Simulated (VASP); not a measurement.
Level of theory: vdW-DF-cx, VASP's PBE PAW potentials (set 64) (plane waves; VASP).

VASP input:

**POSCAR**
```
GaSb
1
    0.0000000000     3.0975487616     3.0975487616
    3.0975487616     0.0000000000     3.0975487616
    3.0975487616     3.0975487616     0.0000000000
Ga Sb
1 1
Direct
  0.0000000000   0.0000000000   0.0000000000
  0.2500000000   0.2500000000   0.2500000000
```

**INCAR**
```
SYSTEM=GaSb
PREC=Accurate; ENCUT=520; LREAL=.False.
LASPH=.True.
EDIFF=1E-7; NELM=100; ALGO=Normal
LMAXMIX=4
ISMEAR=1; SIGMA=0.1
GGA=CX; LUSE_VDW=.True.; AGGAC=0.0
ISIF=2
LWAVE=.False.; LCHARG=.False.
```

### KPOINTS
```
Regular mesh
0
gamma
  10 10 10
```

POTCAR, in this order: Ga_d Sb (PBE.64 set). Program: vasp_std.

The resulting files:

**OUTCAR**
```
 ion  position               nearest neighbor table
   1  0.000  0.000  0.000-   2 2.68   2 2.68   2 2.68   2 2.68
   2  0.250  0.250  0.250-   1 2.68   1 2.68   1 2.68   1 2.68
  LATTYP: Found a face centered cubic cell.
 ALAT       =     6.1950975232
 Subroutine PRICEL returns:
 Original cell was already a primitive cell.
 Subroutine GETGRP returns: Found 24 space group operations
The static configuration has the point symmetry T_d .
The dynamic configuration has the point symmetry T_d .
 Subroutine INISYM returns: Found 24 space group operations
 Subroutine IBZKPT returns following result:
 Found     47 irreducible k-points:

 Following reciprocal coordinates:
            Coordinates               Weight
  0.000000  0.000000  0.000000      1.000000
  0.100000  0.000000  0.000000      8.000000
  0.200000  0.000000  0.000000      8.000000
  0.300000  0.000000  0.000000      8.000000
  0.400000  0.000000  0.000000      8.000000
  0.500000  0.000000  0.000000      4.000000
  0.100000  0.100000  0.000000      6.000000
  0.200000  0.100000  0.000000     24.000000
  0.300000  0.100000  0.000000     24.000000
  0.400000  0.100000  0.000000     24.000000
  0.500000  0.100000  0.000000     24.000000
 -0.400000  0.100000  0.000000     24.000000
 -0.300000  0.100000  0.000000     24.000000
 -0.200000  0.100000  0.000000     24.000000
 -0.100000  0.100000  0.000000     12.000000
  0.200000  0.200000  0.000000      6.000000
  0.300000  0.200000  0.000000     24.000000
  0.400000  0.200000  0.000000     24.000000
  0.500000  0.200000  0.000000     24.000000
 -0.400000  0.200000  0.000000     24.000000
 -0.300000  0.200000  0.000000     24.000000
 -0.200000  0.200000  0.000000     12.000000
  0.300000  0.300000  0.000000      6.000000
  0.400000  0.300000  0.000000     24.000000
  0.500000  0.300000  0.000000     24.000000
 -0.400000  0.300000  0.000000     24.000000
 -0.300000  0.300000  0.000000     12.000000
  0.400000  0.400000  0.000000      6.000000
  0.500000  0.400000  0.000000     24.000000
 -0.400000  0.400000  0.000000     12.000000
  0.500000  0.500000  0.000000      3.000000
  0.300000  0.200000  0.100000     24.000000
  0.400000  0.200000  0.100000     48.000000
  0.500000  0.200000  0.100000     48.000000
 -0.400000  0.200000  0.100000     24.000000
  0.400000  0.300000  0.100000     24.000000
  0.500000  0.300000  0.100000     48.000000
 -0.400000  0.300000  0.100000     48.000000
 -0.300000  0.300000  0.100000     48.000000
 -0.200000  0.300000  0.100000     24.000000
   k-points           NKPTS =     47   k-points in BZ     NKDIM =     47   number of bands    NBANDS=     13
   number of dos      NEDOS =    301   number of ions     NIONS =      2
   total plane-waves  NPLWV =  46656
   dimension x,y,z NGX =    36 NGY =   36 NGZ =   36
   dimension x,y,z NGXF=    72 NGYF=   72 NGZF=   72
   ions per type =               1   1
   PREC   = accura    normal or accurate (medium, high low for compatibility)
   ISTART =      0    job   : 0-new  1-cont  2-samecut
   ICHARG =      2    charge: 1-file 2-atom 10-const
   ISPIN  =      1    spin polarized calculation?
   LNONCOLLINEAR =      F non collinear calculations
   LSORBIT =      F    spin-orbit coupling
   INIWAV =      1    electr: 0-lowe 1-rand  2-diag
   ENCUT  =  520.0 eV  38.22 Ry    6.18 a.u.   8.15  8.15  8.15*2*pi/ulx,y,z
   NELM   =    100;   NELMIN=  2; NELMDL= -5     # of ELM steps
   EDIFF  = 0.1E-06   stopping-criterion for ELM
   LREAL  =      F    real-space projection
   NLSPLINE    = F    spline interpolate recip. space projectors
   LMAXMIX     =    4 max onsite mixed and CHGCAR
...
```

**OSZICAR**
```
       N       E                     dE             d eps       ncg     rms          rms(c)
DAV:   1     0.835048603124E+02    0.83505E+02   -0.87388E+03  1222   0.166E+03
DAV:   2     0.341455746094E+01   -0.80090E+02   -0.77935E+02  1352   0.312E+02
DAV:   3    -0.219488939764E+01   -0.56094E+01   -0.55700E+01  1532   0.733E+01
DAV:   4    -0.229303851669E+01   -0.98149E-01   -0.98114E-01  1410   0.107E+01
DAV:   5    -0.229581292287E+01   -0.27744E-02   -0.27744E-02  1548   0.156E+00    0.288E+00
DAV:   6    -0.224520614184E+01    0.50607E-01   -0.74776E-02  1577   0.503E+00    0.170E+00
DAV:   7    -0.222887703621E+01    0.16329E-01   -0.46272E-02  1466   0.218E+00    0.304E-01
DAV:   8    -0.222963623838E+01   -0.75920E-03   -0.44737E-03  1514   0.963E-01    0.716E-02
DAV:   9    -0.223003835750E+01   -0.40212E-03   -0.51985E-04  1312   0.195E-01    0.282E-02
DAV:  10    -0.223009388535E+01   -0.55528E-04   -0.70856E-05  1443   0.540E-02    0.733E-03
DAV:  11    -0.223010035521E+01   -0.64699E-05   -0.10881E-05  1290   0.261E-02    0.430E-03
DAV:  12    -0.223010140468E+01   -0.10495E-05   -0.23865E-06  1352   0.122E-02    0.250E-03
DAV:  13    -0.223010119418E+01    0.21051E-06   -0.12613E-07  1046   0.218E-03    0.501E-04
DAV:  14    -0.223010123373E+01   -0.39555E-07   -0.24204E-08   931   0.153E-03
   1 F= -.22301012E+01 E0= -.22301501E+01  d E =0.146696E-03
```

**OUTCAR**
```
------------------------ aborting loop because EDIFF is reached ----------------------------------------
  FORCE on cell =-STRESS in cart. coord.  units (eV):
  Direction    XX          YY          ZZ          XY          YZ          ZX
  --------------------------------------------------------------------------------------
  Total       -0.5345738     -0.5345738     -0.5345738      0.0000000     -0.0000000      0.0000000
  in kB      -14.4089975    -14.4089975    -14.4089975      0.0000000     -0.0000000      0.0000000
  external PRESSURE =     -14.4089975 kB  Pullay stress =       0.0000000 kB
  volume of cell :       59.44
      direct lattice vectors                 reciprocal lattice vectors
     0.000000000  3.097548762  3.097548762    -0.161417959  0.161417959  0.161417959
     3.097548762  0.000000000  3.097548762     0.161417959 -0.161417959  0.161417959
     3.097548762  3.097548762  0.000000000     0.161417959  0.161417959 -0.161417959
  FREE ENERGIE OF THE ION-ELECTRON SYSTEM (eV)
  ---------------------------------------------------
  free  energy   TOTEN  =        -2.2301012337 eV

  energy  without entropy=       -2.2302479297  energy(sigma->0) =       -2.23015013
```
(Selected blocks of OUTCAR.)

The compound is GaSb in the zinc blende structure. This cell is one point of a volume scan, at 1.03 of the reference volume.
